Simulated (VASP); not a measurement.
Consider the following.

```xyz
1
Lattice="-1.6210 1.6210 1.6210 1.6210 -1.6210 1.6210 1.6210 1.6210 -1.6210" Properties=species:S:1:pos:R:3 pbc="T T T"
Nb     0.0000     0.0000     0.0000
```

The numbers are results of PBE GGA, VASP's PBE PAW potentials (set 64) (plane waves; VASP 6.6.1), not measurements. Run with 520 eV cut-off, 15×15×15 Γ-centred mesh, first-order Methfessel-Paxton smearing of 0.10 eV, potentials Nb_sv.

Problem. What does the run give for the energy per atom (σ→0), pressure, band gap (on the k-mesh) with the smallest direct gap where there is one?

Solution. 
```json
{
  "band gap (on the k-mesh)": "none (metal, semimetal or under 0.01 eV)",
  "energy per atom (σ→0)": "-10.175 eV/atom",
  "pressure": "120.9 kbar"
}
```

Only differences to runs with the same potentials and settings are physical.

The compound is Nb in the bcc structure. This cell is one point of a volume scan, at 0.94 of the reference volume.
